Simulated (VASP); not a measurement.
Elastic constants (GPa) of a crystal from PBEsol GGA, VASP's PBE PAW potentials (set 64) run with VASP 6.6.1:

```json
[
 {"": "xx", "xx": "67.8", "yy": "18.0", "zz": "18.0", "yz": "0.0", "xz": "0.0", "xy": "0.0"},
 {"": "yy", "xx": "18.0", "yy": "67.8", "zz": "18.0", "yz": "0.0", "xz": "0.0", "xy": "0.0"},
 {"": "zz", "xx": "18.0", "yy": "18.0", "zz": "67.8", "yz": "0.0", "xz": "0.0", "xy": "0.0"},
 {"": "yz", "xx": "0.0", "yy": "0.0", "zz": "0.0", "yz": "28.3", "xz": "0.0", "xy": "0.0"},
 {"": "xz", "xx": "0.0", "yy": "0.0", "zz": "0.0", "yz": "0.0", "xz": "28.3", "xy": "0.0"},
 {"": "xy", "xx": "0.0", "yy": "0.0", "zz": "0.0", "yz": "0.0", "xz": "0.0", "xy": "28.3"}
]
```

Problem. Work out the Voigt, Reuss and Hill moduli, Young's modulus and Poisson's ratio.

Solution. All eigenvalues are positive (smallest 28.3 GPa), so the crystal is stable. K_V = (C11+C22+C33+2(C12+C13+C23))/9 = (203.4 + 2×54.0)/9 = 34.6 GPa; G_V = (203.4 − 54.0 + 3×84.9)/15 = 26.9 GPa. From the compliances, K_R = 34.6 GPa and G_R = 26.8 GPa. Hill: K = 34.6 GPa, G = 26.9 GPa, E = 9KG/(3K+G) = 64.1 GPa, ν = (3K−2G)/(2(3K+G)) = 0.191. K/G = 1.29, below Pugh's 1.75; universal anisotropy A^U = 0.02.

Problem. With a density of 2.92 g/cm³, what are the mean sound speeds?

Solution. v_l = √((K+4G/3)/ρ) = 4.92 km/s and v_t = √(G/ρ) = 3.04 km/s. The crystal is Li$_{2}$Se (antifluorite), cubic.

The compound is Li2Se in the antifluorite structure. It was relaxed first.
